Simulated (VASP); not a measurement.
Tl (hcp) relaxed at rising pressure, in one space group throughout; other phases were not tried. The pressures are those reached. These are PBE GGA, VASP's PBE PAW potentials (set 64) (plane waves; VASP 6.6.1) values and carry that method's errors.

```csv
P (GPa),V (Å³/atom),k-mesh
-0.01,31.430,12×12×7
5.00,27.528,12×12×7
10.03,25.386,13×13×7
20.05,22.824,13×13×7
29.99,21.222,13×13×7
```

A change of mesh leaves a small step in the series.

Task: Fit an equation of state and predict the volume at 44.99 GPa.

Result: Least squares on the third-order Birch-Murnaghan form, P = (3B0/2)(y⁷ − y⁵)[1 + (3/4)(B′ − 4)(y² − 1)] with y = (V0/V)^(1/3), gives V0 = 31.421 Å³/atom, B0 = 26 GPa and B′ = 5.4, and so 19.577 Å³/atom. The run gave 19.611 Å³/atom, +0.2 % from the fit.

Pressures at which the relaxation failed are left out.

The compound is Tl in the hcp structure.
